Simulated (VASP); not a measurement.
HfMg6Cu under changes of volume

One of the cells (21.204 Å³/atom); the others are scaled copies at fixed shape and fractional positions:

```
Hf Cu Mg
1.0
     4.92537    0.00000    0.00000
     0.00000    3.06064    5.62641
     0.00000   -3.06064    5.62641
Hf Cu Mg
1 1 6
Direct
  0.50000 0.68702 0.68702
  0.00000 0.81220 0.81220
  0.50000 0.16675 0.16675
  0.50000 0.17073 0.67914
  0.50000 0.67914 0.17073
  0.00000 0.32468 0.32468
  0.00000 0.33538 0.82411
  0.00000 0.82411 0.33538
```

The cell comes from a database or a generator and needn't be the stable form of this composition.

| Property | Result |
| --- | --- |
| Program | VASP 6.6.1 |
| Functional | PBE |
| Potentials or basis | VASP PAW PBE potentials, release 64 (Hf_pv, Cu, Mg) |
| Cutoff | 520 eV |
| k mesh | 6 × 5 × 5 |
| Occupations | fermi-dirac, width 0.05 eV |
| Spin | no spin polarisation |

```csv
volume (Å³/atom),energy over the lowest point (meV/atom),pressure (GPa),largest force (eV/Å)
19.541,?,?,?
19.957,4.19,2.2,0.155
20.373,0.00,1.0,0.100
21.204,0.13,-1.0,0.037
21.620,3.92,-1.9,0.044
22.036,9.88,-2.7,0.086
```

Problem. What does the run at 19.541 Å³/atom give?

Solution. Energy over the lowest point 11.64 meV/atom; pressure 3.6 GPa; largest force 0.216 eV/Å.

Worked out: A Birch-Murnaghan fit of order 3 (a polynomial in V^(-2/3)) to the other rows has its minimum at 20.77 Å³/atom with B0 = V·E''(V) = 51 GPa and B' = 4.0 at fixed shape and positions, which overstates the stiffness. It gives 11.63 meV/atom at 19.541 Å³/atom, against the run's 11.64, and -dE/dV = 3.5 GPa, against 3.6.

Energies are extrapolated to zero smearing.
